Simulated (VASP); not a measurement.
# NaBI (Cmmm) in VASP: relaxation of cell and atoms with PBE

Aim: the relaxation of cell and atoms of NaBI with PBE.

All numbers are computed with VASP 6.6.1; they aren't measurements. Logs are shortened: lines on timing, memory, paths and dates and some standing lists are left out, and cuts for length are marked.

## (1) The cell of the first run

Symmetry: Cmmm, No. 65, orthorhombic system. Conventional cell: a = 4.495 Å, b = 4.637 Å, c = 8.683 Å, α = 90.00°, β = 90.00°, γ = 90.00°. Na (site symmetry mmm) has 4 B at 2.25 to 2.32 Å as nearest neighbours. Around B (site symmetry mmm) lie 4 Na at 2.25 to 2.32 Å. I (site symmetry mmm) has 4 I at 3.23 Å as nearest neighbours.

The cell was built by a generator and needn't be a form met in nature.

## (2) Relaxation of cell and atoms, PBE (random cell by space group and Wyckoff sites (Cmmm, No. 65))

File INCAR:

```
PREC = Accurate
ENCUT = 600
EDIFF = 1E-7
ISMEAR = 0
SIGMA = 0.1
LREAL = F
LASPH = T
NELM = 100
ALGO = Normal
ISIF = 3
LWAVE = F
LCHARG = F
GGA = PE
IBRION = 2
NSW = 90
EDIFFG = -0.04
```

File KPOINTS:

```
regular mesh
0
Gamma
  6 6 2
```

File POSCAR:

```
NaBI
1.0
    2.2472815500     -2.3184477400      0.0000000000
    2.2472815500      2.3184477400      0.0000000000
    0.0000000000      0.0000000000      8.6833513100
Na B I
1 1 1
Direct
    0.5000000000      0.5000000000      0.5000000000
    0.0000000000      0.0000000000      0.5000000000
    0.0000000000      0.0000000000      0.0000000000
```

Potentials or basis: VASP PAW PBE potentials, release 64 (Na_pv, B, I).

The run is started by

```sh
$ cat potpaw_PBE.64/Na_pv/POTCAR potpaw_PBE.64/B/POTCAR potpaw_PBE.64/I/POTCAR > POTCAR
$ mpirun -np 1 vasp_std > vasp.out
```

OUTCAR:

```text
PREC = Accurate
   ENCUT = 600
   EDIFF = 1E-7
   ISMEAR = 0
   LREAL = F
   LASPH = T
   NELM = 100
   ISIF = 3
   GGA = PE
   IBRION = 2
   NSW = 90
   EDIFFG = -0.04

 ion  position               nearest neighbor table
   1  0.500  0.500  0.500-   2 2.25   2 2.25   2 2.32   2 2.32
   2  0.000  0.000  0.500-   1 2.25   1 2.25   1 2.32   1 2.32
   3  0.000  0.000  0.000-

  LATTYP: Found a base centered orthorhombic cell.
 ALAT       =     4.4945631000
 B/A-ratio  =     1.0316676787
 C/A-ratio  =     1.9319678280

  Lattice vectors:

 A1 = (   2.2472815500,  -2.3184477400,   0.0000000000)
 A2 = (   2.2472815500,   2.3184477400,   0.0000000000)
 A3 = (   0.0000000000,   0.0000000000,   8.6833513100)

Analysis of symmetry for initial positions (statically):
=====================================================================
 Subroutine PRICEL returns:
 Original cell was already a primitive cell.

 Routine SETGRP: Setting up the symmetry group for a
 base centered orthorhombic supercell.

 Subroutine GETGRP returns: Found  8 space group operations
 (whereof  8 operations were pure point group operations)
 out of a pool of  8 trial point group operations.

The static configuration has the point symmetry D_2h.

Analysis of symmetry for dynamics (positions and initial velocities):
=====================================================================
 Subroutine PRICEL returns:
 Original cell was already a primitive cell.

 Routine SETGRP: Setting up the symmetry group for a
 base centered orthorhombic supercell.

 Subroutine GETGRP returns: Found  8 space group operations
 (whereof  8 operations were pure point group operations)
 out of a pool of  8 trial point group operations.

The dynamic configuration has the point symmetry D_2h.

 Subroutine INISYM returns: Found  8 space group operations
 (whereof  8 operations are pure point group operations),
 and found     1 'primitive' translations

----------------------------------------------------------------------------------------

                                     Primitive cell

  volume of cell :      90.4841

  direct lattice vectors                    reciprocal lattice vectors
     2.247281550 -2.318447740  0.000000000     0.222491036 -0.215661536  0.000000000
     2.247281550  2.318447740  0.000000000     0.222491036  0.215661536  0.000000000
     0.000000000  0.000000000  8.683351310     0.000000000  0.000000000  0.115162909

  length of vectors
     3.228850304  3.228850304  8.683351310     0.309858289  0.309858289  0.115162909

  position of ions in fractional coordinates (direct lattice)
     0.500000000  0.500000000  0.500000000
     0.000000000  0.000000000  0.500000000
     0.000000000  0.000000000  0.000000000

  ion indices of the primitive-cell ions
   primitive index   ion index
                 1           1
                 2           2
                 3           3

----------------------------------------------------------------------------------------

 KPOINTS: regular mesh

Automatic generation of k-mesh.
 Grid dimensions read from file:
 generate k-points for:    6    6    2

 Generating k-lattice:

  Cartesian coordinates                     Fractional coordinates (reciprocal lattice)
     0.037081839 -0.035943589  0.000000000     0.166666667  0.000000000  0.000000000
     0.037081839  0.035943589  0.000000000     0.000000000  0.166666667  0.000000000
     0.000000000  0.000000000  0.057581455     0.000000000  0.000000000  0.500000000

  Length of vectors
     0.051643048  0.051643048  0.057581455

  Shift w.r.t. Gamma in fractional coordinates (k-lattice)
     0.000000000  0.000000000  0.000000000

 Subroutine IBZKPT returns following result:
 ===========================================

 Found     26 irreducible k-points:

 Following reciprocal coordinates:
            Coordinates               Weight
  0.000000  0.000000  0.000000      1.000000
  0.166667  0.000000  0.000000      4.000000
  0.333333  0.000000  0.000000      4.000000
  0.500000  0.000000  0.000000      2.000000
  0.166667  0.166667  0.000000      2.000000
  0.333333  0.166667  0.000000      4.000000
[... 16 lines left out ...]
  0.333333  0.333333  0.500000      2.000000
  0.500000  0.333333  0.500000      4.000000
 [... further k-points ...]
   k-points           NKPTS =     26   k-points in BZ     NKDIM =     26   number of bands    NBANDS=     12
   number of dos      NEDOS =    301   number of ions     NIONS =      3
   total plane-waves  NPLWV =  54880
   dimension x,y,z NGX =    28 NGY =   28 NGZ =   70
   dimension x,y,z NGXF=    56 NGYF=   56 NGZF=  140
   ions per type =               1   1   1
   NGX,Y,Z   is equivalent  to a cutoff of  14.42, 14.42, 13.40 a.u.
   NGXF,Y,Z  is equivalent  to a cutoff of  28.83, 28.83, 26.80 a.u.
 SYSTEM =  unknown system
   PREC   = accura    normal or accurate (medium, high low for compatibility)
   ISTART =      0    job   : 0-new  1-cont  2-samecut
   ICHARG =      2    charge: 1-file 2-atom 10-const
   ISPIN  =      1    spin polarized calculation?
   LNONCOLLINEAR =      F non collinear calculations
   LSORBIT =      F    spin-orbit coupling
   LASPH  =      T    aspherical Exc in radial PAW
   ENCUT  =  600.0 eV  44.10 Ry    6.64 a.u.   6.45  6.45 17.34*2*pi/ulx,y,z
   NELM   =    100;   NELMIN=  2; NELMDL= -5     # of ELM steps
   EDIFF  = 0.1E-06   stopping-criterion for ELM
   LREAL  =      F    real-space projection
   EDIFFG = -.4E-01   stopping-criterion for IOM
   NSW    =     90    number of steps for IOM
   IBRION =      2    ionic relax: 0-MD 1-quasi-New 2-CG
   NFREE  =      1    steps in history (QN), initial steepest desc. (CG)
   ISIF   =      3    stress and relaxation
   ISYM   =      2    0-nonsym 1-usesym 2-fastsym
   POTIM  = 0.5000    time-step for ionic-motion
   TEBEG  =    0.0;   TEEND  =   0.0 temperature during run
   PSTRESS=    0.0 pullay stress
   NELECT =      17.0000    total number of electrons
   NUPDOWN=      -1.0000    fix difference up-down
   EMIN   =  10.00;   EMAX   =-10.00  energy-range for DOS
   EFERMI =   0.00;   METHOD = LEGACY
   ISMEAR =     0;   SIGMA  =   0.10  broadening in eV -4-tet -1-fermi 0-gaus
   EFERMI_NEDOS =   21; number of points for ismear=-14 and -15
   IALGO  =     38    algorithm
   IMIX   =      4    mixing-type and parameters
     AMIX     =   0.40;   BMIX     =  1.00
     AMIX_MAG =   1.60;   BMIX_MAG =  1.00
  volume/ion in A,a.u.               =      30.16       203.54
  Fermi-wavevector in a.u.,A,eV,Ry     =   0.937635  1.771873 11.961686  0.879159
  Thomas-Fermi vector in A             =   2.064766
   LORBIT       =      0    0 simple, 1 ext, 2 COOP (PROOUT), +10 PAW based schemes
   GGA     = PE    functional components
   LHFCALC =     F    Hartree Fock is set to
   AEXX    =    0.0000 exact exchange contribution
   IVDW    =     0    specifies the selected vdW correction
   LEPSILON=     F    determine dielectric tensor
   LRPA    =     F    only Hartree local field effects (RPA)
 conjugate gradient relaxation of ions
 non-spin polarized calculation
 Gauss-broadening in eV      SIGMA  =   0.10
  energy-cutoff  :      600.00
  volume of cell :       90.48
 maximum number of plane-waves:      3049
 NGX is ok and might be reduce to    28
   NGX = 13   NGY = 13   NGZ = 35

--------------------------------------- Ionic step        1  -------------------------------------------

 number of electron      16.9999999 magnetization

 Free energy of the ion-electron system (eV)
  ---------------------------------------------------
  ext. energy  EPLUGINS =         0.00000000
  ---------------------------------------------------
  free energy    TOTEN  =        -4.45701027 eV

  energy without entropy =       -4.44021143  energy(sigma->0) =       -4.44861085

------------------------ aborting loop because EDIFF is reached ----------------------------------------

  FORCE on cell =-STRESS in cart. coord.  units (eV):
  Direction    XX          YY          ZZ          XY          YZ          ZX
  --------------------------------------------------------------------------------------
  -------------------------------------------------------------------------------------
  Total        6.7490620      5.4224057     -0.9274966      0.0000000      0.0000000      0.0000000
  in kB      119.5038331     96.0130857    -16.4229337      0.0000000      0.0000000      0.0000000
  external PRESSURE =      66.3646617 kB  Pullay stress =       0.0000000 kB
[... 1188 lines left out ...]
 k-point    24 :       0.5000    0.3333    0.5000
  band No.  band energies     occupation
      1     -18.9404      2.00000
      2     -18.8394      2.00000
      3     -18.8338      2.00000
      4      -9.7632      2.00000
      5      -3.9778      2.00000
      6      -0.2407      2.00000
      7       0.3945      2.00000
      8       3.3693      2.00000
      9       4.0112      2.00000
     10       7.9032      0.00000
     11       8.0724      0.00000
     12      10.0802      0.00000

 [... further k-points ...]

[... ionic steps 4 to 17 ...]

--------------------------------------- Ionic step       18  -------------------------------------------

 number of electron      17.0000025 magnetization

------------------------ aborting loop because EDIFF is reached ----------------------------------------

  FORCE on cell =-STRESS in cart. coord.  units (eV):
  Direction    XX          YY          ZZ          XY          YZ          ZX
  --------------------------------------------------------------------------------------
  -------------------------------------------------------------------------------------
  Total       -0.2118479     -0.1221989      1.3792529      0.0000000      0.0000000      0.0000000
  in kB       -4.4797818     -2.5840442     29.1659818      0.0000000      0.0000000      0.0000000
  external PRESSURE =       7.3673853 kB  Pullay stress =       0.0000000 kB
[... 59 lines left out ...]
  energy  without entropy=       -7.5771050917  energy(sigma->0) =       -7.57717453

--------------------------------------- Ionic step       20  -------------------------------------------

 number of electron      17.0000013 magnetization

 Free energy of the ion-electron system (eV)
  ---------------------------------------------------
  ext. energy  EPLUGINS =         0.00000000
  ---------------------------------------------------
  free energy    TOTEN  =        -7.57758921 eV

  energy without entropy =       -7.57743478  energy(sigma->0) =       -7.57751199

 E-fermi :   4.3830     XC(G=0):  -8.2286

 val. band max:        4.2033128743   @ k =   0.5000   0.0000   0.5000
 cond. band min:       4.5379681708   @ k =   0.0000   0.0000   0.0000
 fundamental gap:      0.3346552964
 Fermi energy:         4.3830031028

 k-point     1 :       0.0000    0.0000    0.0000
  band No.  band energies     occupation
      1     -20.7436      2.00000
      2     -20.6407      2.00000
      3     -20.6385      2.00000
      4     -11.6351      2.00000
      5      -3.2257      2.00000
      6      -0.3888      2.00000
      7      -0.3521      2.00000
      8      -0.0689      2.00000
      9       4.5380      0.02841
     10       6.4890      0.00000
     11       6.5256      0.00000
     12       7.1151      0.00000
[... 375 lines left out ...]
  FREE ENERGIE OF THE ION-ELECTRON SYSTEM (eV)
  ---------------------------------------------------
  free  energy   TOTEN  =        -7.5775892103 eV

  energy  without entropy=       -7.5774347795  energy(sigma->0) =       -7.57751199

 reached required accuracy - stopping structural energy minimisation
```

It took 11 min on 1 thread of AMD EPYC 7R13 (Zen 3), shared host; peak memory 0.23 GiB.

What came out:

- Free energy: -7.5776 eV
- Relaxed volume: 25.18 Å³/atom
- Relaxed cell: a = 4.178 Å, b = 4.178 Å, c = 4.328 Å, α = 90.00°, β = 90.00°, γ = 89.19°
- Space group after relaxing (to 0.05 Å): Cmmm (No. 65)
- Energy gained by relaxing: 1040.2 meV/atom
- Ionic steps: 20
- Pressure after relaxing: 0.0 GPa
- Band gap on the k mesh: none (metal or under the smearing width)

The path:
| step | energy change (eV) | largest force (eV/Å) | pressure (GPa) | volume (Å³) |
| --- | --- | --- | --- | --- |
| 1 | 0.0000 | 0.0000 | 6.64 | 90.48 |
| 2 | -0.6914 | 0.0000 | 0.51 | 107.42 |
| 3 | -0.7505 | 0.0000 | -0.56 | 113.22 |
| 4 | -0.7588 | 0.0000 | -0.97 | 116.09 |
| 5 | -0.8267 | 0.0000 | -1.13 | 112.67 |
| 6 | -1.0532 | 0.0000 | -1.36 | 103.03 |
| 7 | -1.6134 | 0.0000 | 0.23 | 82.83 |
| 8 | 38.5345 | 0.0000 | 327.89 | 38.58 |
| 9 | -1.6442 | 0.0000 | 0.23 | 82.13 |
| 10 | -2.7623 | 0.0000 | 10.62 | 60.98 |
| 11 | -1.9652 | 0.0000 | -1.14 | 74.78 |
| 12 | -2.6620 | 0.0000 | -0.72 | 67.94 |
| 13 | -2.8681 | 0.0000 | 3.16 | 64.48 |
| 14 | -2.8815 | 0.0000 | 6.31 | 62.73 |
| 15 | -3.0471 | 0.0000 | 1.49 | 68.98 |
| 16 | -3.0692 | 0.0000 | -1.65 | 75.35 |
| 17 | -3.0744 | 0.0000 | -0.90 | 73.54 |
| 18 | -3.1132 | 0.0000 | 0.74 | 75.77 |
| 19 | -3.1202 | 0.0000 | 0.20 | 75.16 |
| 20 | -3.1206 | 0.0000 | 0.04 | 75.55 |

Final structure:
```yaml
crystal:
  lattice:
    - [2.97532, -2.93349, 0.00000]
    - [2.97532, 2.93349, 0.00000]
    - [0.00000, 0.00000, 4.32778]
  atoms:
    - { symbol: Na, position: [0.50000, 0.50000, 0.50000] }
    - { symbol: B, position: [0.00000, 0.00000, 0.50000] }
    - { symbol: I, position: [0.00000, 0.00000, 0.00000] }
```

Levels at points of the mesh, in eV from the Fermi level:
```csv
k point,band 6,band 7,band 8,band 9,band 10,band 11
"(0.00, 0.00, 0.00)",-4.77,-4.74,-4.45,0.15,2.11,2.14
"(0.50, 0.00, 0.00)",-6.55,-4.56,-4.05,0.70,2.22,2.41
"(0.50, 0.50, 0.00)",-6.13,-6.11,-3.76,0.45,1.04,1.05
"(0.00, 0.00, 0.50)",-4.06,-4.02,-0.37,-0.33,0.80,2.05
"(0.50, 0.00, 0.50)",-5.70,-3.83,-2.43,-0.18,1.72,3.33
"(0.50, 0.50, 0.50)",-5.37,-5.35,-1.86,-1.84,1.75,2.13
```

Caveat: the k mesh is coarse (spacing up to 0.36 Å⁻¹), so the values aren't converged; the volume moved by over 15 % at a fixed basis, so the end points are rough; an odd number of electrons without spin polarisation forces a metal; a magnetic or distorted state may lie lower.
